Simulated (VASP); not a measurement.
Output of a VASP run:

### OSZICAR
```
...
DAV:   1     0.944611779429E+02    0.94461E+02   -0.92156E+03  1728   0.138E+03
DAV:   2    -0.375363723530E+02   -0.13200E+03   -0.12428E+03  2032   0.345E+02
DAV:   3    -0.438772491045E+02   -0.63409E+01   -0.61865E+01  2656   0.669E+01
DAV:   4    -0.440984044043E+02   -0.22116E+00   -0.22095E+00  2236   0.117E+01
DAV:   5    -0.441035021918E+02   -0.50978E-02   -0.50971E-02  2528   0.148E+00    0.226E+01
DAV:   6    -0.337556706173E+02    0.10348E+02   -0.12580E+01  2068   0.329E+01    0.667E+00
DAV:   7    -0.344875602657E+02   -0.73189E+00   -0.55072E-01  1964   0.835E+00    0.436E+00
DAV:   8    -0.341246418809E+02    0.36292E+00   -0.57935E-01  1996   0.887E+00    0.132E+00
DAV:   9    -0.344782519931E+02   -0.35361E+00   -0.36060E-01  1960   0.619E+00    0.478E-01
DAV:  10    -0.344872729850E+02   -0.90210E-02   -0.10045E-02  1976   0.998E-01    0.425E-01
DAV:  11    -0.344744647904E+02    0.12808E-01   -0.52684E-02  2060   0.167E+00    0.381E-01
DAV:  12    -0.344849811983E+02   -0.10516E-01   -0.16497E-02  1992   0.106E+00    0.807E-02
DAV:  13    -0.344871533297E+02   -0.21721E-02   -0.16008E-03  1984   0.351E-01    0.292E-02
DAV:  14    -0.344874819977E+02   -0.32867E-03   -0.65911E-04  1992   0.212E-01    0.254E-02
DAV:  15    -0.344874850411E+02   -0.30434E-05   -0.14145E-05  2620   0.298E-02    0.274E-02
DAV:  16    -0.344874823728E+02    0.26683E-05   -0.50821E-07  1224   0.669E-03    0.269E-02
DAV:  17    -0.344874541745E+02    0.28198E-04   -0.13487E-05  1792   0.409E-02    0.267E-02
DAV:  18    -0.344874817821E+02   -0.27608E-04   -0.95143E-06  2132   0.276E-02    0.189E-02
DAV:  19    -0.344874815759E+02    0.20625E-06   -0.21032E-07   896   0.424E-03
   1 F= -.34487482E+02 E0= -.34487453E+02  d E =-.344875E+02
       N       E                     dE             d eps       ncg     rms          rms(c)
DAV:   1    -0.344965731148E+02   -0.90913E-02   -0.43244E-01  1760   0.796E+00    0.131E+00
DAV:   2    -0.344875990506E+02    0.89741E-02   -0.31526E-02  1760   0.220E+00    0.416E-01
DAV:   3    -0.344861517545E+02    0.14473E-02   -0.11001E-02  2088   0.103E+00    0.177E-01
DAV:   4    -0.344864219105E+02   -0.27016E-03   -0.11710E-03  1976   0.363E-01    0.801E-02
DAV:   5    -0.344866373873E+02   -0.21548E-03   -0.30887E-04  2588   0.129E-01    0.623E-02
DAV:   6    -0.344866931915E+02   -0.55804E-04   -0.13825E-04  2644   0.108E-01    0.143E-02
DAV:   7    -0.344867044268E+02   -0.11235E-04   -0.58458E-05  2044   0.733E-02    0.851E-03
DAV:   8    -0.344867038848E+02    0.54195E-06   -0.26786E-06  1736   0.207E-02
   2 F= -.34486704E+02 E0= -.34486671E+02  d E =0.777691E-03
       N       E                     dE             d eps       ncg     rms          rms(c)
DAV:   1    -0.344919867034E+02   -0.52823E-02   -0.18474E-01  1760   0.517E+00    0.870E-01
DAV:   2    -0.344881214726E+02    0.38652E-02   -0.12925E-02  1752   0.143E+00    0.269E-01
DAV:   3    -0.344875082296E+02    0.61324E-03   -0.46131E-03  2144   0.670E-01    0.119E-01
DAV:   4    -0.344876463020E+02   -0.13807E-03   -0.46174E-04  1988   0.228E-01    0.537E-02
DAV:   5    -0.344877433097E+02   -0.97008E-04   -0.12498E-04  2584   0.828E-02    0.407E-02
DAV:   6    -0.344877886701E+02   -0.45360E-04   -0.68233E-05  2728   0.719E-02    0.999E-03
DAV:   7    -0.344877884433E+02    0.22680E-06   -0.24119E-05  1968   0.476E-02    0.510E-03
DAV:   8    -0.344877886745E+02   -0.23116E-06   -0.77151E-07   964   0.109E-02
   3 F= -.34487789E+02 E0= -.34487759E+02  d E =-.307099E-03
```

File OUTCAR:
```
------------------------ aborting loop because EDIFF is reached ----------------------------------------
  FORCE on cell =-STRESS in cart. coord.  units (eV):
  Direction    XX          YY          ZZ          XY          YZ          ZX
  --------------------------------------------------------------------------------------
  Total        0.0013150      0.0013150      0.0013150     -0.0000000      0.0000000      0.0000000
  in kB        0.0808456      0.0808456      0.0808456     -0.0000000      0.0000000      0.0000000
  external PRESSURE =       0.0808456 kB  Pullay stress =       0.0000000 kB
  volume of cell :       26.06
      direct lattice vectors                 reciprocal lattice vectors
     0.000000000  2.353164848  2.353164848    -0.212479802  0.212479802  0.212479802
     2.353164848  0.000000000  2.353164848     0.212479802 -0.212479802  0.212479802
     2.353164848  2.353164848  0.000000000     0.212479802  0.212479802 -0.212479802
 POSITION                                       TOTAL-FORCE (eV/Angst)
 -----------------------------------------------------------------------------------
      0.00000      0.00000      0.00000         0.000000      0.000000      0.000000
      2.35316      2.35316      2.35316        -0.000000     -0.000000     -0.000000
 -----------------------------------------------------------------------------------
    total drift:                                0.000000      0.000000      0.000000
  FREE ENERGIE OF THE ION-ELECTRON SYSTEM (eV)
  ---------------------------------------------------
  free  energy   TOTEN  =       -34.4877886745 eV

  energy  without entropy=      -34.4876988772  energy(sigma->0) =      -34.48775874

 reached required accuracy - stopping structural energy minimisation
```
(Selected blocks of OUTCAR.)

POSCAR:
```
ZrC
1
    0.0000000000     2.3500000000     2.3500000000
    2.3500000000     0.0000000000     2.3500000000
    2.3500000000     2.3500000000     0.0000000000
Zr C
1 1
Direct
  0.0000000000   0.0000000000   0.0000000000
  0.5000000000   0.5000000000   0.5000000000
```

Reconstruct the remaining input files.

Several could match; the one computed here: the input of the run itself, r2SCAN+rVV10, plane waves, VASP's PBE PAW potentials (set 64).

### KPOINTS
```
kpoints
0
gamma
12 12 12
0 0 0
```

INCAR:
```
ENCUT=520   ! plane-wave cut-off (eV)
ISIF=3   ! ions, shape and volume
NSW=60   ! most ionic steps
SIGMA=0.1   ! width (eV)
LWAVE=.FALSE.
LMIXTAU=.TRUE.
EDIFFG=-0.01   ! ionic stop
LASPH=.TRUE.   ! aspherical one-centre terms
METAGGA=R2SCAN
NELM=100   ! most electronic steps
LUSE_VDW=.TRUE.
SYSTEM=ZrC
EDIFF=1E-6
IBRION=2   ! conjugate gradients
BPARAM=11.95
LREAL=.FALSE.
ISMEAR=1   ! Methfessel-Paxton
CPARAM=0.0093
LMAXMIX=4
ALGO=Normal   ! blocked Davidson
PREC=Accurate
LCHARG=.FALSE.
```

POTCAR, in this order: Zr_sv C (PBE.64 set). Program: vasp_std.

The compound is ZrC in the rock salt structure. This run relaxes it. Symmetry was kept, so distortions that lower it aren't found.
